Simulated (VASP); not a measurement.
Calculation: vdW-DF2, VASP's PBE PAW potentials (set 64) (plane waves; VASP).

VASP ran on this input.

KPOINTS:
```
k-points along high-symmetry lines
15
Line-mode
Reciprocal
  0.000000   0.000000   0.000000 ! GAMMA
  0.500000   0.000000   0.500000 ! X

  0.500000   0.000000   0.500000 ! X
  0.625000   0.250000   0.625000 ! U

  0.375000   0.375000   0.750000 ! K
  0.000000   0.000000   0.000000 ! GAMMA

  0.000000   0.000000   0.000000 ! GAMMA
  0.500000   0.500000   0.500000 ! L

  0.500000   0.500000   0.500000 ! L
  0.500000   0.250000   0.750000 ! W

  0.500000   0.250000   0.750000 ! W
  0.500000   0.000000   0.500000 ! X
```

**INCAR**
```
# general
SYSTEM   = CdF2
PREC     = Accurate
ENCUT    = 520   # plane-wave cut-off (eV)
LREAL    = .FALSE.
LASPH    = .TRUE.   # aspherical one-centre terms
ICHARG   = 11   # fixed density

# electronic loop
EDIFF    = 1E-7
NELM     = 100
ALGO     = Normal   # blocked Davidson
LMAXMIX  = 4   # l cut-off of mixed one-centre charges

# smearing
ISMEAR   = 0
SIGMA    = 0.05   # width (eV)

# functional
GGA      = ML
LUSE_VDW = .TRUE.
AGGAC    = 0.0
ZAB_VDW  = -1.8867

# output
LWAVE    = .FALSE.
LCHARG   = .FALSE.
LORBIT   = 11   # lm-projected
```

### POSCAR
```
CdF2
1
    0.0000000000     2.7791761282     2.7791761282
    2.7791761282    -0.0000000000     2.7791761282
    2.7791761282     2.7791761282     0.0000000000
Cd F
1 2
Direct
  1.0000000000   1.0000000000   1.0000000000
  0.2500000000   0.2500000000   0.2500000000
  0.7500000000   0.7500000000   0.7500000000
```

POTCAR, in this order: Cd F (PBE.64 set). Program: vasp_std. Read from the step before: CHGCAR.

The run wrote:

File OUTCAR:
```
 ion  position               nearest neighbor table
   1  0.000  0.000  0.000-   3 2.41   3 2.41   3 2.41   2 2.41   3 2.41   2 2.41   2 2.41   2 2.41
  LATTYP: Found a face centered cubic cell.
 ALAT       =     5.5583522564
 Subroutine PRICEL returns:
 Original cell was already a primitive cell.
 Subroutine GETGRP returns: Found 48 space group operations
The static configuration has the point symmetry O_h .
The dynamic configuration has the point symmetry O_h .
 Subroutine INISYM returns: Found 48 space group operations
   k-points           NKPTS =     90   k-points in BZ     NKDIM =     90   number of bands    NBANDS=     17
   number of dos      NEDOS =    301   number of ions     NIONS =      3
   total plane-waves  NPLWV =  27000
   dimension x,y,z NGX =    30 NGY =   30 NGZ =   30
   dimension x,y,z NGXF=    60 NGYF=   60 NGZF=   60
   ions per type =               1   2
   PREC   = accura    normal or accurate (medium, high low for compatibility)
   ISTART =      0    job   : 0-new  1-cont  2-samecut
   ICHARG =     11    charge: 1-file 2-atom 10-const
   ISPIN  =      1    spin polarized calculation?
   LNONCOLLINEAR =      F non collinear calculations
   LSORBIT =      F    spin-orbit coupling
   INIWAV =      1    electr: 0-lowe 1-rand  2-diag
   ENCUT  =  520.0 eV  38.22 Ry    6.18 a.u.   7.31  7.31  7.31*2*pi/ulx,y,z
   NELM   =    100;   NELMIN=  2; NELMDL= -5     # of ELM steps
   EDIFF  = 0.1E-06   stopping-criterion for ELM
   LREAL  =      F    real-space projection
   NLSPLINE    = F    spline interpolate recip. space projectors
   LMAXMIX     =    4 max onsite mixed and CHGCAR
   VOSKOWN=      0    Vosko Wilk Nusair interpolation
   EDIFFG = 0.1E-05   stopping-criterion for IOM
   NSW    =      0    number of steps for IOM
   NBLOCK =      1;   KBLOCK =      1    inner block; outer block
   IBRION =     -1    ionic relax: 0-MD 1-quasi-New 2-CG
   NFREE  =      0    steps in history (QN), initial steepest desc. (CG)
   ISIF   =      2    stress and relaxation
   ISYM   =      2    0-nonsym 1-usesym 2-fastsym
   TEIN   =    0.0    initial temperature
   TEBEG  =    0.0;   TEEND  =   0.0 temperature during run
   SMASS  =  -3.00    Nose mass-parameter (am)
...
```

File OSZICAR:
```
       N       E                     dE             d eps       ncg     rms          rms(c)
DAV:   1     0.200470807729E+03    0.20047E+03   -0.15698E+04  3140   0.153E+03
DAV:   2     0.462584262595E+01   -0.19584E+03   -0.19068E+03  3555   0.374E+02
DAV:   3    -0.394560337696E+01   -0.85714E+01   -0.85522E+01  3265   0.860E+01
DAV:   4    -0.399182147346E+01   -0.46218E-01   -0.46213E-01  3385   0.624E+00
DAV:   5    -0.399199718202E+01   -0.17571E-03   -0.17571E-03  3341   0.351E-01
DAV:   6    -0.399199808676E+01   -0.90474E-06   -0.90475E-06  3472   0.252E-02
DAV:   7    -0.399199809184E+01   -0.50791E-08   -0.50532E-08  2667   0.181E-03
   1 F= -.39919981E+01 E0= -.39919981E+01  d E =-.907758E-14
```

**OUTCAR**
```
 val. band max:       -2.2673385329   @ k =   0.5000   0.2500   0.7500

 cond. band min:       0.4131074774   @ k =   0.0000   0.0000   0.0000



 k-point     1 :       0.0000    0.0000    0.0000
  band No.  band energies     occupation
      1     -22.4972      2.00000
      2     -21.6303      2.00000
      3      -7.6109      2.00000
      4      -7.6109      2.00000
      5      -7.6109      2.00000
      6      -6.7811      2.00000
      7      -6.7811      2.00000
      8      -3.0218      2.00000
      9      -3.0218      2.00000
     10      -3.0218      2.00000
     11      -2.8462      2.00000
     12      -2.8462      2.00000
     13      -2.8462      2.00000
     14       0.4131      0.00000
     15       9.8996      0.00000
     16       9.8996      0.00000
     17       9.8996      0.00000

 k-point     2 :       0.0357    0.0000    0.0357
  band No.  band energies     occupation
      1     -22.4930      2.00000
      2     -21.6349      2.00000
      3      -7.6052      2.00000
      4      -7.6052      2.00000
      5      -7.5979      2.00000
      6      -6.7851      2.00000
      7      -6.7801      2.00000
      8      -3.0762      2.00000
      9      -3.0552      2.00000
     10      -3.0552      2.00000
     11      -2.8440      2.00000
     12      -2.8265      2.00000
     13      -2.8265      2.00000
     14       0.4783      0.00000
     15       9.8030      0.00000
     16       9.9179      0.00000
     17       9.9179      0.00000

 k-point     3 :       0.0714    0.0000    0.0714
  band No.  band energies     occupation
      1     -22.4801      2.00000
      2     -21.6463      2.00000
      3      -7.5882      2.00000
      4      -7.5882      2.00000
      5      -7.5596      2.00000
      6      -6.7973      2.00000
      7      -6.7769      2.00000
      8      -3.2263      2.00000
      9      -3.1356      2.00000
     10      -3.1356      2.00000
     11      -2.8374      2.00000
     12      -2.7864      2.00000
...
```

The density is held fixed in this step, so its total energy and stress have no physical meaning.

The compound is CdF2 in the fluorite structure. It was relaxed first, which changed the volume by +10 %.
